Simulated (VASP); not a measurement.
The input files of a VASP run:

File KPOINTS:
```
Automatic
0
Gamma
13 13 4
```

### POSCAR
```
Hf2Ti2N4
8.6953610
  0.0000000000   0.2513598972   0.2513598972
  0.2513598972   0.0000000000   0.2513598972
  1.0000000066   1.0000000066   0.0054395823
Ti N Hf
2 4 2
Cart
  0.2572498377   0.2572498377   0.4968298541
  0.2441100612   0.2441100612   0.0072498360
  0.2506799494   0.2506799494   0.2520398450
  0.4925237686   0.4925237686   0.2615559231
  0.7506799527   0.7506799527   0.2547596362
  1.0088361368   1.0088361368   0.2479633493
  0.4947144598   0.4947144598   0.0080053346
  1.0066454456   1.0066454456   0.5015139378
```

**INCAR**
```
ALGO = Normal
EDIFF = 1E-7
ENCUT = 520
GGA = PS
ISIF = 2
ISMEAR = -5
LASPH = .TRUE.
LCHARG = .TRUE.
LEFG = .TRUE.
LMAXMIX = 6
LORBIT = 11
LREAL = .FALSE.
LWAVE = .FALSE.
NEDOS = 601
NELM = 100
PREC = Accurate
SYSTEM = Hf2Ti2N4
```

POTCAR, in this order: Ti_sv N Hf_pv (PBE.64 set). Program: vasp_std.

### Question
Translate this PBEsol calculation to Ansatz.

### Answer
One equivalent input (not run):
Ansatz 0.2 input:
```yaml
crystal:
  lattice:
    - [0.0000000, 2.1856650, 2.1856650]
    - [2.1856650, 0.0000000, 2.1856650]
    - [8.6953611, 8.6953611, 0.0472991]
  atoms:
    - { symbol: Ti, position: [0.9881880, 0.9881880, 0.0088590] }
    - { symbol: Ti, position: [0.0118120, 0.0118120, 0.2411410] }
    - { symbol: N, position: [0.5000000, 0.5000000, 0.1250000] }
    - { symbol: N, position: [0.5163569, 0.5163569, 0.3627324] }
    - { symbol: N, position: [0.5000000, 0.5000000, 0.6250000] }
    - { symbol: N, position: [0.4836431, 0.4836431, 0.8872676] }
    - { symbol: Hf, position: [0.0105999, 0.0105999, 0.4920501] }
    - { symbol: Hf, position: [0.9894001, 0.9894001, 0.7579499] }
kpoints:
  mp_grid: { grid: [13, 13, 4] }
hamiltonian:
  xc: pbesol
  pseudopotentials: { kind: paw }
scf:
  occupations: { method: tetrahedron }
  max_iter: 100
output: { forces: true, stress: true, eigenvalues: true }
```
Limits of the translation: each code has its own PAW files, so the cut-off isn't converted (ENCUT is set for VASP's; basis.ecutwfc is left out, and Ansatz then takes the one that its files recommend); Ansatz stops its SCF on the density residual and VASP on the energy change (EDIFF); the field gradients of LEFG aren't asked of the other code.

The structure was generated: Hf2Ti2N4 was put into an ordered model structure (R-3m), which need not be its known phase. It was relaxed first.
